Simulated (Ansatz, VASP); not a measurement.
# Cross-check of Cu (Cu(110)) between VASP and Ansatz, part 2 of 2

Aim: how closely do two programs agree when they are given the same cell, functional and k mesh? The cell is taken from a series of runs on this material, whose earlier steps may have relaxed, scaled, displaced or heated it; both programs get it as it stands.

VASP 6.6.1 and Ansatz 0.2.0.

So far: Starting point; Ansatz: single point, r2SCAN.

## (3) VASP: single point, r2SCAN

Level of this step: r2SCAN; plane waves and PAW (Cu) (VASP).

The same cell, functional, mesh and smearing now go to VASP, with its own data sets.

Lines of VASP's logs that name or quote its potential files are left out, and so is its time.

INCAR

```
SYSTEM = Cu
PREC = Accurate
ENCUT = 580
EDIFF = 1E-06
NELM = 120
ISMEAR = -1
SIGMA = 0.1
LREAL = .FALSE.
ALGO = Normal
METAGGA = R2SCAN
LASPH = .TRUE.
NBANDS = 47
LORBIT = 11
LWAVE = .FALSE.
LCHARG = .FALSE.
ISIF = 2
LDIPOL = .TRUE.
IDIPOL = 3
DIPOL = 0.5 0.5 0.5
LVHAR = .TRUE.
GGA_COMPAT = .FALSE.
NELMDL = -8
LMIXTAU = .TRUE.
KPAR = 2
```

POSCAR

```
Cu
1.0
    3.6100000000      0.0000000000      0.0000000000
    0.0000000000      2.5526554801      0.0000000000
    0.0000000000      0.0000000000     25.6579664403
Cu
7
Direct
    0.0000000000      0.0000000000      0.3507682505
    0.5000000000      0.5000000000      0.4005121670
    0.0000000000      0.0000000000      0.4502560835
    0.5000000000      0.5000000000      0.5000000000
    0.0000000000      0.0000000000      0.5497439165
    0.5000000000      0.5000000000      0.5994878330
    0.0000000000      0.0000000000      0.6492317495
```

KPOINTS

```
Automatic mesh
0
Gamma
11 16 1
0 0 0
```

Potentials, in the order of the species: Cu (PBE family, release 64).

The run is started by

```console
$ mpirun -np 2 vasp_std
```

Numbers of over 12 decimals in the logs are rounded to 6 here.

The log of the run:

```text
[banner, memory and clock lines left out]
running    2 mpi-ranks, on    1 nodes
 distrk:  each k-point on    1 cores,    2 groups
 distr:  one band on    1 cores,    1 groups

 POSCAR found type information on POSCAR Cu
 POSCAR found :  1 types and       7 ions
|                                                                             |
|               ----> ADVICE to this user running VASP <----                  |
|                                                                             |
|     You enforced a specific xc type in the INCAR file but a different       |
|     [... a line on the potential file left out ...]
|     I HOPE YOU KNOW WHAT YOU ARE DOING!                                     |
|                                                                             |

 LDA part: xc-table for (None), standard interpolation
 POSCAR, INCAR and KPOINTS ok, starting setup
 FFT: planning ... GRIDC
 FFT: planning ... GRID_SOFT
 FFT: planning ... GRID
 WAVECAR not read
 entering main loop
       N       E                     dE             d eps       ncg     rms          rms(c)
DAV:   1     0.651602618984E+03    0.65160E+03   -0.35652E+04  5076   0.221E+03
DAV:   2    -0.148094378834E+02   -0.66641E+03   -0.64657E+03  5083   0.440E+02
DAV:   3    -0.885911137434E+02   -0.73782E+02   -0.69609E+02  5426   0.205E+02
DAV:   4    -0.914263086742E+02   -0.28352E+01   -0.28121E+01  5739   0.530E+01
DAV:   5    -0.914990268707E+02   -0.72718E-01   -0.72675E-01  6048   0.678E+00
DAV:   6    -0.915022706282E+02   -0.32438E-02   -0.32433E-02  6564   0.119E+00
DAV:   7    -0.915024444314E+02   -0.17380E-03   -0.17380E-03  6942   0.240E-01
DAV:   8    -0.915024512961E+02   -0.68647E-05   -0.68645E-05  6455   0.392E-02    0.196E+01
DAV:   9    -0.839430059029E+02    0.75594E+01   -0.79083E+01  5583   0.146E+02    0.112E+01
DAV:  10    -0.804596039536E+02    0.34834E+01   -0.13964E+01  5932   0.797E+01    0.295E+00
DAV:  11    -0.799074451419E+02    0.55216E+00   -0.23389E+00  6142   0.379E+01    0.907E-01
DAV:  12    -0.781020887347E+02    0.18054E+01   -0.60302E-01  5985   0.977E+00    0.147E+00
DAV:  13    -0.776092989268E+02    0.49279E+00   -0.85097E-02  5719   0.824E+00    0.909E-01
DAV:  14    -0.766117157489E+02    0.99758E+00   -0.29158E-01  5525   0.942E+00    0.810E-01
[...]
DAV:  59    -0.736686710720E+02   -0.23377E-02   -0.39487E-03  5116   0.443E-01    0.715E-02
DAV:  60    -0.736650986150E+02    0.35725E-02   -0.50155E-03  5140   0.511E-01    0.743E-02
DAV:  61    -0.736653442910E+02   -0.24568E-03   -0.16209E-03  5572   0.363E-01    0.743E-02
DAV:  62    -0.736655851297E+02   -0.24084E-03   -0.44637E-05  6311   0.581E-02    0.794E-02
DAV:  63    -0.736654493302E+02    0.13580E-03   -0.82209E-06  5054   0.288E-02    0.794E-02
DAV:  64    -0.736665146440E+02   -0.10653E-02   -0.21619E-03  5242   0.390E-01    0.492E-02
DAV:  65    -0.736665490544E+02   -0.34410E-04   -0.14633E-04  5798   0.156E-01    0.447E-02
DAV:  66    -0.736665483314E+02    0.72303E-06   -0.11003E-06  3487   0.115E-02
   1 F= -.73666548E+02 E0= -.73631345E+02  d E =-.704069E-01
```

Parts of OUTCAR (step 3):

```text
ion  position               nearest neighbor table
   1  0.000  0.000  0.351-   2 2.55   2 2.55   2 2.55   2 2.55   3 2.55
   2  0.500  0.500  0.401-   1 2.55   3 2.55   1 2.55   3 2.55   1 2.55   3 2.55   1 2.55   3 2.55
                             4 2.55
   3  0.000  0.000  0.450-   2 2.55   4 2.55   2 2.55   4 2.55   2 2.55   4 2.55   2 2.55   4 2.55
                             1 2.55   5 2.55
   4  0.500  0.500  0.500-   3 2.55   5 2.55   3 2.55   5 2.55   3 2.55   5 2.55   3 2.55   5 2.55
                             2 2.55   6 2.55
   5  0.000  0.000  0.550-   4 2.55   6 2.55   4 2.55   6 2.55   4 2.55   6 2.55   4 2.55   6 2.55
                             3 2.55   7 2.55
   6  0.500  0.500  0.599-   5 2.55   7 2.55   5 2.55   7 2.55   5 2.55   7 2.55   5 2.55   7 2.55
                             4 2.55
   7  0.000  0.000  0.649-   6 2.55   6 2.55   6 2.55   6 2.55   5 2.55

  LATTYP: Found a simple orthorhombic cell.
 ALAT       =     2.5526554801
 B/A-ratio  =     1.4142135624
 C/A-ratio  =    10.0514803664

 Subroutine GETGRP returns: Found  8 space group operations
 (whereof  8 operations were pure point group operations)

The static configuration has the point symmetry D_2h.

 Found     54 irreducible k-points:

   k-points           NKPTS =     54   k-points in BZ     NKDIM =     54   number of bands    NBANDS=     47

   dimension x,y,z NGX =    28 NGY =   20 NGZ =  210
   dimension x,y,z NGXF=    56 NGYF=   40 NGZF=  420

   ENCUT  =  580.0 eV  42.63 Ry    6.53 a.u.   7.09  5.01 50.38*2*pi/ulx,y,z

   NELECT =      77.0000    total number of electrons

 k-points in reciprocal lattice and weights: Automatic mesh
   0.00000000  0.00000000  0.00000000       0.006
   0.09090909  0.00000000  0.00000000       0.011
   0.18181818  0.00000000  0.00000000       0.011
   0.27272727  0.00000000  0.00000000       0.011
   0.36363636  0.00000000  0.00000000       0.011
   0.45454545  0.00000000  0.00000000       0.011
   0.00000000  0.06250000  0.00000000       0.011
   0.09090909  0.06250000  0.00000000       0.023
   0.18181818  0.06250000  0.00000000       0.023
[...]
0.36363636  0.50000000  0.00000000       0.011
   0.45454545  0.50000000  0.00000000       0.011

 dipolmoment           0.000000      0.000000     -0.000000 electrons x Angstroem

 average (electrostatic) potential at core
       1 -76.4392       2 -76.8678       3 -76.8985       4 -76.9628       5 -76.8985
       6 -76.8678       7 -76.4392

 E-fermi :  -0.2137

 k-point     1 :       0.0000    0.0000    0.0000
  band No.  band energies     occupation
    ...
     35      -1.9012      2.00000
     36      -1.8905      2.00000
     37      -1.7484      2.00000
     38      -1.7158      2.00000
     39      -1.3497      1.99998
     40       0.1377      0.05784
     41       2.1818      0.00000
     42       2.1932      0.00000
     43       3.8788      0.00000
     44       4.0625      0.00000
    ...

 k-point     2 :       0.0909    0.0000    0.0000
  band No.  band energies     occupation
    ...
     35      -1.9193      2.00000
     36      -1.8925      2.00000
     37      -1.7484      2.00000
     38      -1.7339      2.00000
     39      -1.3355      1.99997
     40       0.1868      0.03580
     41       1.5307      0.00000
     42       2.2229      0.00000
     43       3.2593      0.00000
     44       3.9506      0.00000
    ...

 k-point     3 :       0.1818    0.0000    0.0000
  band No.  band energies     occupation
    ...
     35      -1.8911      2.00000
     36      -1.8623      2.00000
     37      -1.7742      2.00000
     38      -1.7541      2.00000
     39      -1.2915      1.99996
     40       0.2262      0.02428
     41       0.3573      0.00660
     42       1.7051      0.00000
     43       2.4403      0.00000
     44       3.4656      0.00000
    ...

  Total       -2.7400932     -2.2228441     -1.1733286      0.0000000      0.0000000      0.0000000
  in kB      -18.5675359    -15.0625311     -7.9507593      0.0000000      0.0000000      0.0000000
  external PRESSURE =     -13.8602754 kB  Pullay stress =       0.0000000 kB

  energy-cutoff  :      580.00
  volume of cell :      236.44
      direct lattice vectors                 reciprocal lattice vectors
     3.610000000  0.000000000  0.000000000     0.277008310  0.000000000  0.000000000
     0.000000000  2.552655480  0.000000000     0.000000000  0.391748909  0.000000000
     0.000000000  0.000000000 25.657966440     0.000000000  0.000000000  0.038974250

 POSITION                                       TOTAL-FORCE (eV/Angst)
 -----------------------------------------------------------------------------------
      0.00000      0.00000      9.00000        -0.000000     -0.000000      0.594150
      1.80500      1.27633     10.27633         0.000000      0.000000     -0.316482
      0.00000      0.00000     11.55266        -0.000000      0.000000     -0.048437
      1.80500      1.27633     12.82898        -0.000000      0.000000      0.000000
      0.00000      0.00000     14.10531        -0.000000     -0.000000      0.048437
      1.80500      1.27633     15.38164        -0.000000      0.000000      0.316482
      0.00000      0.00000     16.65797        -0.000000      0.000000     -0.594150
 -----------------------------------------------------------------------------------
    total drift:                                0.000000     -0.000000     -0.000000

  FREE ENERGIE OF THE ION-ELECTRON SYSTEM (eV)
  ---------------------------------------------------
  free  energy   TOTEN  =       -73.6665483314 eV

  energy  without entropy=      -73.5961414692  energy(sigma->0) =      -73.63134490

 vacuum level on the upper side and lower side of the slab         4.139         4.139

 total charge
# of ion       s       p       d       tot
------------------------------------------
    1        0.443   0.233   9.245   9.922
    2        0.454   0.377   9.191  10.022
    3        0.456   0.395   9.201  10.052
    4        0.455   0.406   9.191  10.052
    5        0.456   0.395   9.201  10.052
    6        0.454   0.377   9.191  10.022
    7        0.443   0.233   9.245   9.922
--------------------------------------------------
tot          3.162   2.416  64.465  70.043

[... 3 further parts left out ...]
```

This run has no spin polarisation. Its electron count is odd, so without a moment it is a metal by construction. The PAW data sets were made with PBE, which is usual practice but a small mismatch for other functionals.

## (4) Comparison

Known differences besides the potentials themselves: VASP keeps PBE cores, Ansatz makes them for the functional; the data sets hold 133 valence electrons in Ansatz (on its default PAW (the set named soft_2) files) and 77 in VASP; the cutoff is 500 eV in Ansatz and 580 eV in VASP. Total energies have different zeros and are not compared.

Both answers:

| quantity | Ansatz | VASP | difference |
| --- | --- | --- | --- |
| work function, lower of the two faces (eV) | 4.30 | 4.35 | -0.05 |
| work function, higher of the two faces (eV) | 4.30 | 4.35 | -0.05 |

VASP's last cycles still show a density residual of 4e-03, so its state may not be settled. With vacuum in the cell, a pressure given here is an average over mostly empty space and none of the material.

## (5) Results

```yaml
difference_in_work_function_lower_of_the_two_faces_single_point_r2scan: -0.055 eV
```

The difference in work function, lower of the two faces is -0.055 eV (single point, r2SCAN). The data sets hold unlike numbers of valence electrons (133 in Ansatz and 77 in VASP), so part of the differences comes from the potentials. 1 further run of this series is not shown here. Such differences can come from data sets, numerical settings and the points named under the comparisons, not from the functional's error against experiment.

[Lines on the potential files, build, host, timing and source positions are cut from VASP's logs without a mark.]

[Logs are printed without paths, hosts, clocks, repeated set-up lines and the standing remarks that a program may print on its own settings, such as how far it seeks lower states.]

[Hosts, paths, dates, database ids (printed as entryN), source tags and the programs' standing remarks are cut or masked in the printed files.]
